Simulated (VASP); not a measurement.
Given:

```yaml
crystal:
  lattice:
    - [0.00000, 3.54447, 3.54447]
    - [3.54447, 0.00000, 3.54447]
    - [3.54447, 3.54447, 0.00000]
  atoms:
    - { symbol: Ba, position: [0.00000, 0.00000, 0.00000] }
    - { symbol: Te, position: [0.50000, 0.50000, 0.50000] }
```

Method: PBE GGA, VASP's PBE PAW potentials (set 64) (plane waves; VASP). Numerical set-up: 520 eV cut-off, 7×7×7 Γ-centred mesh, Gaussian smearing of 0.050 eV, potentials Ba_sv Te.

**Question.** The job: BaTe (rock salt), 2 atoms, PBE, static run, 520 eV, 7×7×7 Γ-centred mesh. Roughly how much core time does it take on a busy server core?

**Answer.** About 40 core-seconds (one run on a shared machine, a rough figure). It had 20 irreducible k-points, 12 bands, up to 2421 plane waves and 13 electronic steps.

The compound is BaTe in the rock salt structure. It was relaxed first.
